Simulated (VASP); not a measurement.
Given:

```xyz
5
Lattice="3.9840 0.0000 0.0000 -1.9920 3.4502 0.0000 0.0000 0.0000 6.2076" Properties=species:S:1:pos:R:3 pbc="T T T"
Sb     0.0000     2.3001     1.5314
Sb     1.9920     1.1501     4.6762
Be     0.0000     0.0000     0.0000
Be     0.0000     2.3001     4.0163
Be     1.9920     1.1501     2.1913
```

Method: PBE GGA, VASP's PBE PAW potentials (set 64) (plane waves; VASP 6.6.1). Settings: 300 eV cut-off, 5×5×3 Γ-centred mesh, Gaussian smearing of 0.20 eV, potentials Sb Be.

**Question.** Give the energies of bands 3 to 11 at the high-symmetry points, in eV from the Fermi level.

**Answer.** 
| band | Γ | M | K | A | L | H |
|---|---|---|---|---|---|---|
| 3 | -6.68 | -6.07 | -6.12 | -3.77 | -6.53 | -5.89 |
| 4 | -1.48 | -5.13 | -4.68 | -3.08 | -6.49 | -5.89 |
| 5 | -1.48 | -4.49 | -4.68 | -1.21 | -2.79 | -5.37 |
| 6 | 0.05 | -3.60 | -3.76 | -1.21 | -2.56 | -5.18 |
| 7 | 0.05 | -3.02 | -3.51 | -0.08 | -1.77 | -0.98 |
| 8 | 0.84 | -1.00 | -3.51 | -0.08 | -1.75 | -0.98 |
| 9 | 1.74 | 0.21 | -0.60 | 1.35 | 0.12 | 2.02 |
| 10 | 1.74 | 2.05 | 4.81 | 1.35 | 1.24 | 2.02 |
| 11 | 2.14 | 2.16 | 4.81 | 2.49 | 1.84 | 2.08 |

It has no gap at this level: it comes out as a metal or semimetal.

The structure was generated: Be3Sb2 was put into an ordered model structure, which need not be its known phase. The cell was not relaxed at this level. The k-mesh is coarse (spacing up to 0.36 per Å, 2π included), so the numbers may not be converged in it.
